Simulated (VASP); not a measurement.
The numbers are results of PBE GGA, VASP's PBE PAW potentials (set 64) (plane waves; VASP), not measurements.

VASP input:

### INCAR
```
GGA=PE
PREC=Accurate
SYSTEM=ZnSe
ALGO=Normal   # blocked Davidson
NELM=100
ISIF=2   # forces and stress, cell fixed
NBANDS=11
LWAVE=.FALSE.
LASPH=.TRUE.
LREAL=.FALSE.
EDIFF=1E-6
SIGMA=0.05   # width (eV)
LCHARG=.FALSE.
LMAXMIX=4
ISMEAR=0
ENCUT=400   # plane-wave cut-off (eV)
```

File POSCAR:
```
ZnSe
1.0
  0.0000000000   2.8917000000   2.8917000000
  2.8917000000   0.0000000000   2.8917000000
  2.8917000000   2.8917000000   0.0000000000
Zn Se
1 1
Cartesian
  0.0000000000   0.0000000000   0.0000000000
  1.4458500000   1.4458500000   1.4458500000
```

**KPOINTS**
```
Automatic mesh
0
gamma
  7 7 7
```

POTCAR, in this order: Zn Se (PBE.64 set). Program: vasp_std.

Output of the run:

**OUTCAR**
```
 ion  position               nearest neighbor table
   1  0.000  0.000  0.000-   2 2.50   2 2.50   2 2.50   2 2.50
   2  0.250  0.250  0.250-   1 2.50   1 2.50   1 2.50   1 2.50
  LATTYP: Found a face centered cubic cell.
 ALAT       =     5.7834000000
 Subroutine PRICEL returns:
 Original cell was already a primitive cell.
 Subroutine GETGRP returns: Found 24 space group operations
The static configuration has the point symmetry T_d .
The dynamic configuration has the point symmetry T_d .
 Subroutine INISYM returns: Found 24 space group operations
 Subroutine IBZKPT returns following result:
 Found     20 irreducible k-points:

 Following reciprocal coordinates:
            Coordinates               Weight
  0.000000  0.000000  0.000000      1.000000
  0.142857  0.000000  0.000000      8.000000
  0.285714  0.000000  0.000000      8.000000
  0.428571  0.000000  0.000000      8.000000
  0.142857  0.142857  0.000000      6.000000
  0.285714  0.142857  0.000000     24.000000
  0.428571  0.142857  0.000000     24.000000
 -0.428571  0.142857  0.000000     24.000000
 -0.285714  0.142857  0.000000     24.000000
...
```

### OSZICAR
```
       N       E                     dE             d eps       ncg     rms          rms(c)
DAV:   1     0.775496794161E+02    0.77550E+02   -0.78822E+03   440   0.151E+03
DAV:   2    -0.857724548449E+00   -0.78407E+02   -0.75216E+02   455   0.264E+02
DAV:   3    -0.624312830171E+01   -0.53854E+01   -0.53590E+01   506   0.712E+01
DAV:   4    -0.631754452791E+01   -0.74416E-01   -0.74376E-01   473   0.839E+00
DAV:   5    -0.631827951597E+01   -0.73499E-03   -0.73495E-03   512   0.715E-01    0.445E+00
DAV:   6    -0.603924632872E+01    0.27903E+00   -0.84185E-01   665   0.328E+01    0.342E+00
DAV:   7    -0.602505324510E+01    0.14193E-01   -0.24010E-01   452   0.520E+00    0.142E+00
DAV:   8    -0.602540990398E+01   -0.35666E-03   -0.44687E-03   488   0.727E-01    0.464E-01
DAV:   9    -0.602568646792E+01   -0.27656E-03   -0.11061E-03   481   0.466E-01    0.697E-02
DAV:  10    -0.602575731335E+01   -0.70845E-04   -0.13532E-04   484   0.206E-01    0.228E-02
DAV:  11    -0.602578645234E+01   -0.29139E-04   -0.45755E-05   473   0.846E-02    0.592E-03
DAV:  12    -0.602578760865E+01   -0.11563E-05   -0.34141E-06   495   0.161E-02    0.262E-03
DAV:  13    -0.602578792090E+01   -0.31226E-06   -0.10187E-06   406   0.913E-03
   1 F= -.60257879E+01 E0= -.60257879E+01  d E =-.921512E-15
```

**OUTCAR**
```
------------------------ aborting loop because EDIFF is reached ----------------------------------------
  FORCE on cell =-STRESS in cart. coord.  units (eV):
  Direction    XX          YY          ZZ          XY          YZ          ZX
  --------------------------------------------------------------------------------------
  Total       -0.4351854     -0.4351854     -0.4351854      0.0000000      0.0000000     -0.0000000
  in kB      -14.4176740    -14.4176740    -14.4176740      0.0000000      0.0000000     -0.0000000
  external PRESSURE =     -14.4176740 kB  Pullay stress =       0.0000000 kB
  volume of cell :       48.36
      direct lattice vectors                 reciprocal lattice vectors
     0.000000000  2.891700000  2.891700000    -0.172908670  0.172908670  0.172908670
     2.891700000  0.000000000  2.891700000     0.172908670 -0.172908670  0.172908670
     2.891700000  2.891700000  0.000000000     0.172908670  0.172908670 -0.172908670
  FREE ENERGIE OF THE ION-ELECTRON SYSTEM (eV)
  ---------------------------------------------------
  free  energy   TOTEN  =        -6.0257879209 eV

  energy  without entropy=       -6.0257879209  energy(sigma->0) =       -6.02578792
```
(Selected blocks of OUTCAR.)

### OUTCAR
```
 val. band max:        1.1131949456   @ k =   0.0000   0.0000   0.0000

 cond. band min:       2.1629277805   @ k =   0.0000   0.0000   0.0000


 Fermi energy:         1.3696765790

 k-point     1 :       0.0000    0.0000    0.0000
  band No.  band energies     occupation
      1     -11.7761      2.00000
      2      -5.2291      2.00000
      3      -5.2291      2.00000
      4      -5.2291      2.00000
      5      -4.9116      2.00000
      6      -4.9116      2.00000
      7       1.1132      2.00000
      8       1.1132      2.00000
      9       1.1132      2.00000
     10       2.1629      0.00000
     11       6.9252      0.00000

 k-point     2 :       0.1429    0.0000    0.0000
  band No.  band energies     occupation
      1     -11.6608      2.00000
      2      -5.2148      2.00000
      3      -5.2114      2.00000
      4      -5.2114      2.00000
      5      -4.9129      2.00000
      6      -4.9129      2.00000
      7      -0.4065      2.00000
      8       0.9405      2.00000
      9       0.9405      2.00000
     10       3.3024      0.00000
     11       6.8515      0.00000

 k-point     3 :       0.2857    0.0000    0.0000
  band No.  band energies     occupation
      1     -11.3793      2.00000
      2      -5.1765      2.00000
      3      -5.1765      2.00000
      4      -5.1229      2.00000
      5      -4.9094      2.00000
      6      -4.9094      2.00000
      7      -2.2044      2.00000
      8       0.6010      2.00000
      9       0.6010      2.00000
     10       3.7011      0.00000
     11       7.5622      0.00000

 k-point     4 :       0.4286    0.0000    0.0000
  band No.  band energies     occupation
      1     -11.1258      2.00000
      2      -5.1551      2.00000
      3      -5.1551      2.00000
      4      -4.8981      2.00000
      5      -4.8981      2.00000
      6      -4.8662      2.00000
      7      -3.5060      2.00000
      8       0.3628      2.00000
      9       0.3628      2.00000
...
```

The compound is ZnSe in the zinc blende structure. The cell was not relaxed at this level. The run is one of a series of settings (NBANDS = 11 against the base run), some of them coarse on purpose.
